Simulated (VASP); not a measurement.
VASP ran on this input.

**POSCAR**
```
MgTe
1
    0.0000000000     3.2216609131     3.2216609131
    3.2216609131     0.0000000000     3.2216609131
    3.2216609131     3.2216609131     0.0000000000
Mg Te
1 1
Direct
  0.0000000000   0.0000000000   0.0000000000
  0.2500000000   0.2500000000   0.2500000000
```

INCAR:
```
! general
SYSTEM  = MgTe
PREC    = Accurate
ENCUT   = 500
LREAL   = .False.   ! projection in real space or not
LASPH   = .True.

! electronic loop
EDIFF   = 1E-6   ! SCF stop (eV)
NELM    = 100   ! most electronic steps
ALGO    = Normal
LMAXMIX = 4

! smearing
ISMEAR  = 0   ! Gaussian
SIGMA   = 0.05   ! width (eV)

! functional
GGA     = PS   ! PBEsol

! ions
IBRION  = 2
NSW     = 40   ! most ionic steps
ISIF    = 3   ! ions, shape and volume
EDIFFG  = -0.02   ! ionic stop

! output
LWAVE   = .False.
LCHARG  = .False.
```

File KPOINTS:
```
Automatic mesh
0
Gamma
 7 7 7
```

POTCAR, in this order: Mg Te (PBE.64 set). Program: vasp_std.

Write an equivalent input for Ansatz.

One equivalent input (not run):
Ansatz 0.2 input:
```yaml
crystal:
  lattice:
    - [0.0000000, 3.2216609, 3.2216609]
    - [3.2216609, 0.0000000, 3.2216609]
    - [3.2216609, 3.2216609, 0.0000000]
  atoms:
    - { symbol: Mg, position: [0.0000000, 0.0000000, 0.0000000] }
    - { symbol: Te, position: [0.2500000, 0.2500000, 0.2500000] }
kpoints:
  mp_grid: { grid: [7, 7, 7] }
hamiltonian:
  xc: pbesol
  pseudopotentials: { kind: paw }
scf:
  occupations: { method: gaussian, width: 0.05 }
  max_iter: 100
relax:
  max_steps: 40
  f_tol: 0.02
  cell: {}
output: { forces: true, stress: true, eigenvalues: true }
```
The two are equivalent in intent, not identical: each code has its own PAW files, so the cut-off isn't converted (ENCUT is set for VASP's; basis.ecutwfc is left out, and Ansatz then takes the one that its files recommend); Ansatz stops its SCF on the density residual and VASP on the energy change (EDIFF).

The compound is MgTe in the zinc blende structure, whereas wurtzite is the usual form. It was relaxed first.
